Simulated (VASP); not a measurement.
# GaBiSe3 (P4mm) in VASP: further runs

Runs on GaBiSe3. Level: PBE. Tasks: relaxation of cell and atoms.

Everything below comes from runs of VASP 6.6.1. Logs are shortened: lines on timing, memory, paths and dates and some standing lists are left out, and cuts for length are marked.

## (1) The structure

The structure is tetragonal, space group P4mm (No. 99). The conventional cell has a = 4.678 Å, b = 4.678 Å, c = 5.749 Å, α = 90.00°, β = 90.00°, γ = 90.00°. Around Ga (site symmetry 4mm) lie 1 Se at 2.06 Å. Bi (site symmetry 4mm) has 4 Se at 2.94 Å as nearest neighbours. Around Se (site symmetry 2mm) lie 2 Ga at 2.44 Å. Se (site symmetry 4mm) is surrounded by 1 Ga at 2.06 Å.

The cell was built by a generator and needn't be a form met in nature.

## (2) Relaxation of cell and atoms, PBE

Input file INCAR:

```
PREC = Normal
ENCUT = 520
EDIFF = 1E-4
ISMEAR = 0
SIGMA = 0.15
LREAL = F
LASPH = T
NELM = 60
ALGO = Fast
ISIF = 3
LWAVE = F
LCHARG = F
GGA = PE
IBRION = 2
NSW = 24
EDIFFG = -0.08
```

Input file KPOINTS:

```
regular mesh
0
Gamma
  3 3 3
```

Input file POSCAR:

```
GaBiSe3
1.0
    4.6775714600      0.0000000000      0.0000000000
    0.0000000000      4.6775714600      0.0000000000
    0.0000000000      0.0000000000      5.7487827600
Ga Bi Se
1 1 3
Direct
    0.0000000000      0.0000000000      0.0000000000
    0.5000000000      0.5000000000      0.5708000100
    0.5000000000      0.0000000000      0.8805999800
    0.0000000000      0.5000000000      0.8805999800
    0.0000000000      0.0000000000      0.3580000100
```

Potentials or basis: VASP PAW PBE potentials, release 64 (Ga_d, Bi_d, Se).

Started as:

```console
$ cat potpaw_PBE.64/Ga_d/POTCAR potpaw_PBE.64/Bi_d/POTCAR potpaw_PBE.64/Se/POTCAR > POTCAR
$ mpirun -np 1 vasp_std > vasp.out
```

OUTCAR:

```text
PREC = Normal
   ENCUT = 520
   EDIFF = 1E-4
   ISMEAR = 0
   LREAL = F
   LASPH = T
   NELM = 60
   ISIF = 3
   GGA = PE
   IBRION = 2
   NSW = 24
   EDIFFG = -0.08

 ion  position               nearest neighbor table
   1  0.000  0.000  0.000-   5 2.06   4 2.44   3 2.44   4 2.44   3 2.44
   2  0.500  0.500  0.571-   3 2.94   4 2.94   3 2.94   4 2.94
   3  0.500  0.000  0.881-   1 2.44   1 2.44   2 2.94   2 2.94
   4  0.000  0.500  0.881-   1 2.44   1 2.44   2 2.94   2 2.94
   5  0.000  0.000  0.358-   1 2.06

  LATTYP: Found a simple tetragonal cell.
 ALAT       =     4.6775714600
 C/A-ratio  =     1.2290101411

  Lattice vectors:

 A1 = (   4.6775714600,   0.0000000000,   0.0000000000)
 A2 = (   0.0000000000,   4.6775714600,   0.0000000000)
 A3 = (   0.0000000000,   0.0000000000,   5.7487827600)

Analysis of symmetry for initial positions (statically):
=====================================================================
 Subroutine PRICEL returns:
 Original cell was already a primitive cell.

 Routine SETGRP: Setting up the symmetry group for a
 simple tetragonal supercell.

 Subroutine GETGRP returns: Found  8 space group operations
 (whereof  8 operations were pure point group operations)
 out of a pool of 16 trial point group operations.

The static configuration has the point symmetry C_4v.

Analysis of symmetry for dynamics (positions and initial velocities):
=====================================================================
 Subroutine PRICEL returns:
 Original cell was already a primitive cell.

 Routine SETGRP: Setting up the symmetry group for a
 simple tetragonal supercell.

 Subroutine GETGRP returns: Found  8 space group operations
 (whereof  8 operations were pure point group operations)
 out of a pool of 16 trial point group operations.

The dynamic configuration has the point symmetry C_4v.

 Subroutine INISYM returns: Found  8 space group operations
 (whereof  8 operations are pure point group operations),
 and found     1 'primitive' translations

----------------------------------------------------------------------------------------

                                     Primitive cell

  volume of cell :     125.7815

  direct lattice vectors                    reciprocal lattice vectors
     4.677571460  0.000000000  0.000000000     0.213786151  0.000000000  0.000000000
     0.000000000  4.677571460  0.000000000     0.000000000  0.213786151  0.000000000
     0.000000000  0.000000000  5.748782760     0.000000000  0.000000000  0.173949868

  length of vectors
     4.677571460  4.677571460  5.748782760     0.213786151  0.213786151  0.173949868

  position of ions in fractional coordinates (direct lattice)
     0.000000000  0.000000000  0.000000000
     0.500000000  0.500000000  0.570800010
     0.500000000  0.000000000  0.880599980
     0.000000000  0.500000000  0.880599980
     0.000000000  0.000000000  0.358000010

  ion indices of the primitive-cell ions
   primitive index   ion index
                 1           1
                 2           2
                 3           3
                 4           4
                 5           5

----------------------------------------------------------------------------------------

 KPOINTS: regular mesh

Automatic generation of k-mesh.
 Grid dimensions read from file:
 generate k-points for:    3    3    3

 Generating k-lattice:

  Cartesian coordinates                     Fractional coordinates (reciprocal lattice)
     0.071262050  0.000000000  0.000000000     0.333333333  0.000000000  0.000000000
     0.000000000  0.071262050  0.000000000     0.000000000  0.333333333  0.000000000
     0.000000000  0.000000000  0.057983289     0.000000000  0.000000000  0.333333333

  Length of vectors
     0.071262050  0.071262050  0.057983289

  Shift w.r.t. Gamma in fractional coordinates (k-lattice)
     0.000000000  0.000000000  0.000000000

 Subroutine IBZKPT returns following result:
 ===========================================

 Found      6 irreducible k-points:

 Following reciprocal coordinates:
            Coordinates               Weight
  0.000000  0.000000  0.000000      1.000000
  0.333333  0.000000  0.000000      4.000000
  0.333333  0.333333  0.000000      4.000000
  0.000000  0.000000  0.333333      2.000000
  0.333333  0.000000  0.333333      8.000000
  0.333333  0.333333  0.333333      8.000000
   k-points           NKPTS =      6   k-points in BZ     NKDIM =      6   number of bands    NBANDS=     27
   number of dos      NEDOS =    301   number of ions     NIONS =      5
   total plane-waves  NPLWV =  25088
   dimension x,y,z NGX =    28 NGY =   28 NGZ =   32
   dimension x,y,z NGXF=    56 NGYF=   56 NGZF=   64
   ions per type =               1   1   3
   NGX,Y,Z   is equivalent  to a cutoff of   9.95,  9.95,  9.25 a.u.
   NGXF,Y,Z  is equivalent  to a cutoff of  19.90, 19.90, 18.51 a.u.
 SYSTEM =  unknown system
   PREC   = normal    normal or accurate (medium, high low for compatibility)
   ISTART =      0    job   : 0-new  1-cont  2-samecut
   ICHARG =      2    charge: 1-file 2-atom 10-const
   ISPIN  =      1    spin polarized calculation?
   LNONCOLLINEAR =      F non collinear calculations
   LSORBIT =      F    spin-orbit coupling
   LASPH  =      T    aspherical Exc in radial PAW
   ENCUT  =  520.0 eV  38.22 Ry    6.18 a.u.   8.70  8.70 10.69*2*pi/ulx,y,z
   NELM   =     60;   NELMIN=  2; NELMDL= -5     # of ELM steps
   EDIFF  = 0.1E-03   stopping-criterion for ELM
   LREAL  =      F    real-space projection
   EDIFFG = -.8E-01   stopping-criterion for IOM
   NSW    =     24    number of steps for IOM
   IBRION =      2    ionic relax: 0-MD 1-quasi-New 2-CG
   NFREE  =      1    steps in history (QN), initial steepest desc. (CG)
   ISIF   =      3    stress and relaxation
   ISYM   =      2    0-nonsym 1-usesym 2-fastsym
   POTIM  = 0.5000    time-step for ionic-motion
   TEBEG  =    0.0;   TEEND  =   0.0 temperature during run
   PSTRESS=    0.0 pullay stress
   NELECT =      46.0000    total number of electrons
   NUPDOWN=      -1.0000    fix difference up-down
   EMIN   =  10.00;   EMAX   =-10.00  energy-range for DOS
   EFERMI =   0.00;   METHOD = LEGACY
   ISMEAR =     0;   SIGMA  =   0.15  broadening in eV -4-tet -1-fermi 0-gaus
   EFERMI_NEDOS =   21; number of points for ismear=-14 and -15
   IALGO  =     68    algorithm
   IMIX   =      4    mixing-type and parameters
     AMIX     =   0.40;   BMIX     =  1.00
     AMIX_MAG =   1.60;   BMIX_MAG =  1.00
  volume/ion in A,a.u.               =      25.16       169.76
  Fermi-wavevector in a.u.,A,eV,Ry     =   1.170726  2.212351 18.648130  1.370599
  Thomas-Fermi vector in A             =   2.307180
   LORBIT       =      0    0 simple, 1 ext, 2 COOP (PROOUT), +10 PAW based schemes
   GGA     = PE    functional components
   LHFCALC =     F    Hartree Fock is set to
   AEXX    =    0.0000 exact exchange contribution
   IVDW    =     0    specifies the selected vdW correction
   LEPSILON=     F    determine dielectric tensor
   LRPA    =     F    only Hartree local field effects (RPA)
 conjugate gradient relaxation of ions
 non-spin polarized calculation
 RMM-DIIS sequential band-by-band and
 Gauss-broadening in eV      SIGMA  =   0.15
  energy-cutoff  :      520.00
  volume of cell :      125.78
 maximum number of plane-waves:      3406
   NGX = 17   NGY = 17   NGZ = 21

--------------------------------------- Ionic step        1  -------------------------------------------

 number of electron      46.0000030 magnetization

 Free energy of the ion-electron system (eV)
  ---------------------------------------------------
  ext. energy  EPLUGINS =         0.00000000
  ---------------------------------------------------
  free energy    TOTEN  =       -17.26358127 eV

  energy without entropy =      -17.23303017  energy(sigma->0) =      -17.24830572

------------------------ aborting loop because EDIFF is reached ----------------------------------------

  FORCE on cell =-STRESS in cart. coord.  units (eV):
  Direction    XX          YY          ZZ          XY          YZ          ZX
  --------------------------------------------------------------------------------------
  -------------------------------------------------------------------------------------
  Total        4.9141766      4.9141766     14.3843808      0.0000000      0.0000000      0.0000000
  in kB       62.5957116     62.5957116    183.2251120      0.0000000      0.0000000      0.0000000
  external PRESSURE =     102.8055117 kB  Pullay stress =       0.0000000 kB
[... 98 lines left out ...]
  FREE ENERGIE OF THE ION-ELECTRON SYSTEM (eV)
  ---------------------------------------------------
  free  energy   TOTEN  =       -18.2154115678 eV

  energy  without entropy=      -18.1851777389  energy(sigma->0) =      -18.20029465

[... ionic steps 4 to 10 ...]

--------------------------------------- Ionic step       11  -------------------------------------------

 number of electron      45.9999950 magnetization

------------------------ aborting loop because EDIFF is reached ----------------------------------------

  FORCE on cell =-STRESS in cart. coord.  units (eV):
  Direction    XX          YY          ZZ          XY          YZ          ZX
  --------------------------------------------------------------------------------------
  -------------------------------------------------------------------------------------
  Total        0.1820930      0.1820930      0.1324996      0.0000000      0.0000000      0.0000000
  in kB        2.0498143      2.0498143      1.4915431      0.0000000      0.0000000      0.0000000
  external PRESSURE =       1.8637239 kB  Pullay stress =       0.0000000 kB
[... 63 lines left out ...]
  energy  without entropy=      -18.5386242847  energy(sigma->0) =      -18.55437639

--------------------------------------- Ionic step       13  -------------------------------------------

 number of electron      45.9999949 magnetization

 Free energy of the ion-electron system (eV)
  ---------------------------------------------------
  ext. energy  EPLUGINS =         0.00000000
  ---------------------------------------------------
  free energy    TOTEN  =       -18.57448075 eV

  energy without entropy =      -18.54274473  energy(sigma->0) =      -18.55861274

 E-fermi :   3.2398     XC(G=0):  -8.9534

 val. band max:        3.1886047322   @ k =   0.0000   0.0000   0.3333
 cond. band min:       3.8371165530   @ k =   0.0000   0.0000   0.3333
 fundamental gap:      0.6485118208
 Fermi energy:         3.2398392181

 k-point     1 :       0.0000    0.0000    0.0000
  band No.  band energies     occupation
      1     -20.0265      2.00000
      2     -20.0169      2.00000
      3     -20.0169      2.00000
      4     -20.0141      2.00000
      5     -20.0108      2.00000
      6     -11.5819      2.00000
[... 201 lines left out ...]
  FREE ENERGIE OF THE ION-ELECTRON SYSTEM (eV)
  ---------------------------------------------------
  free  energy   TOTEN  =       -18.5744807490 eV

  energy  without entropy=      -18.5427447277  energy(sigma->0) =      -18.55861274

 reached required accuracy - stopping structural energy minimisation
```

Wall time 2.1 min (1 thread of Intel Xeon Platinum 8259CL at 2.50GHz (Skylake/Cascade Lake), shared host); peak memory 0.18 GiB.

What came out:

| Item | Value |
| --- | --- |
| Free energy | -18.5745 eV |
| Relaxed volume | 28.67 Å³/atom |
| Relaxed cell | a = 4.813 Å, b = 4.813 Å, c = 6.189 Å, α = 90.00°, β = 90.00°, γ = 90.00° |
| Space group after relaxing (to 0.05 Å) | P4mm (No. 99) |
| Energy gained by relaxing | 262.2 meV/atom |
| Ionic steps | 13 |
| Pressure after relaxing | -0.3 GPa |
| Largest force after relaxing | 0.055 eV/Å |
| Band gap on the k mesh | none (metal or under the smearing width) |

Forces in eV/Å, atoms in the order of the input:
```
Ga   0.000  0.000  0.023
Bi   0.000  0.000 -0.003
Se   0.000  0.000  0.018
Se   0.000  0.000  0.018
Se   0.000  0.000 -0.055
```

The path:
```tsv
step	energy change (eV)	largest force (eV/Å)	pressure (GPa)	volume (Å³)
1	0.0000	6.2693	10.28	125.78
2	-0.3868	1.8183	-4.16	157.14
3	-0.9518	1.5195	0.22	139.64
4	-0.9544	1.4613	0.46	139.14
5	-0.9556	1.3972	0.69	138.61
6	-1.1240	0.9687	-0.52	142.07
7	-1.2311	0.4147	-1.74	147.17
8	-1.2949	0.3016	0.70	141.18
9	-1.2965	0.2350	0.27	141.94
10	-1.2964	0.2739	0.60	141.76
11	-1.3064	0.1946	0.19	142.33
12	-1.3065	0.2479	0.25	142.27
13	-1.3109	0.0549	-0.31	143.34
```

Final structure:
```yaml
crystal:
  lattice:
    - [4.81266, 0.00000, 0.00000]
    - [0.00000, 4.81266, 0.00000]
    - [0.00000, 0.00000, 6.18882]
  atoms:
    - { symbol: Ga, position: [0.00000, 0.00000, 0.01590] }
    - { symbol: Bi, position: [0.50000, 0.50000, 0.58336] }
    - { symbol: Se, position: [0.50000, 0.00000, 0.84705] }
    - { symbol: Se, position: [0.00000, 0.50000, 0.84705] }
    - { symbol: Se, position: [0.00000, 0.00000, 0.39664] }
```

Caveat: the k mesh is coarse (spacing up to 0.45 Å⁻¹), so the values aren't converged; spin-orbit coupling is left out, which moves the levels of the heavy elements; the relaxation stopped at a loose force limit of 0.08 eV/Å, so its end isn't a converged minimum.

## (3) Relaxation of cell and atoms, PBE

This run uses another cell than the first one, of 27.09 Å³/atom, 1.077 times its volume.

INCAR is that of step 2.

KPOINTS is that of step 2.

Input file POSCAR:

```
GaBiSe3
1.0
    5.3447497400      0.0000000000      0.0000000000
    0.0000000000      5.3447497400      0.0000000000
    0.0000000000      0.0000000000      4.7410547300
Ga Bi Se
1 1 3
Direct
    0.0000000000      0.0000000000      0.0000000000
    0.5000000000      0.5000000000      0.5000000000
    0.5000000000      0.0000000000      0.5000000000
    0.0000000000      0.5000000000      0.5000000000
    0.5000000000      0.5000000000      0.0000000000
```

Potentials or basis: VASP PAW PBE potentials, release 64 (Ga_d, Bi_d, Se).

Started as:

```console
$ cat potpaw_PBE.64/Ga_d/POTCAR potpaw_PBE.64/Bi_d/POTCAR potpaw_PBE.64/Se/POTCAR > POTCAR
$ mpirun -np 1 vasp_std > vasp.out
```

Run time: 84 s. Hardware: 1 thread of Intel Xeon Platinum 8259CL at 2.50GHz (Skylake/Cascade Lake), shared host; peak memory 0.18 GiB.

Results (log left out):

```yaml
Free_energy: -15.9612 eV
Relaxed_volume: 35.36 Å³/atom
Relaxed_cell: a = 5.605 Å, b = 5.605 Å, c = 5.628 Å, α = 90.00°, β = 90.00°, γ = 90.00°
Space_group_after_relaxing_to_0.05_Å: Pm-3m (No. 221)
Energy_gained_by_relaxing: 446.2 meV/atom
Ionic_steps: 7
Pressure_after_relaxing: -0.1 GPa
Band_gap_on_the_k_mesh: none (metal or under the smearing width)
```

Stress tensor (GPa, compression positive):
```
 0.01  0.00  0.00
 0.00  0.01  0.00
 0.00  0.00 -0.35
```

The path:
```tsv
step	energy change (eV)	largest force (eV/Å)	pressure (GPa)	volume (Å³)
1	0.0000	0.0000	15.01	135.43
2	-2.0470	0.0000	-1.80	189.32
3	-2.2176	0.0000	0.83	171.57
4	-2.2192	0.0000	0.60	173.55
5	-2.2309	0.0000	-0.19	176.90
6	-2.2310	0.0000	-0.16	176.73
7	-2.2310	0.0000	-0.11	176.80
```

Final structure:
```xyz
5
Lattice="5.6050 0.0000 0.0000 0.0000 5.6050 0.0000 0.0000 0.0000 5.6276" Properties=species:S:1:pos:R:3 pbc="T T T"
Ga    0.0000    0.0000    0.0000
Bi    2.8025    2.8025    2.8138
Se    2.8025    0.0000    2.8138
Se    0.0000    2.8025    2.8138
Se    2.8025    2.8025    0.0000
```

Levels at points of the mesh, in eV from the Fermi level:
| k point | band 19 | band 20 | band 21 | band 22 | band 23 | band 24 | band 25 | band 26 | band 27 |
| --- | --- | --- | --- | --- | --- | --- | --- | --- | --- |
| (0.00, 0.00, 0.00) | -0.60 | -0.60 | -0.59 | -0.47 | -0.47 | -0.47 | 3.66 | 3.67 | 3.67 |

Caveat: the k mesh is coarse (spacing up to 0.44 Å⁻¹), so the values aren't converged; the volume moved by over 15 % at a fixed basis, so the end points are rough; spin-orbit coupling is left out, which moves the levels of the heavy elements; the relaxation stopped at a loose force limit of 0.08 eV/Å, so its end isn't a converged minimum.
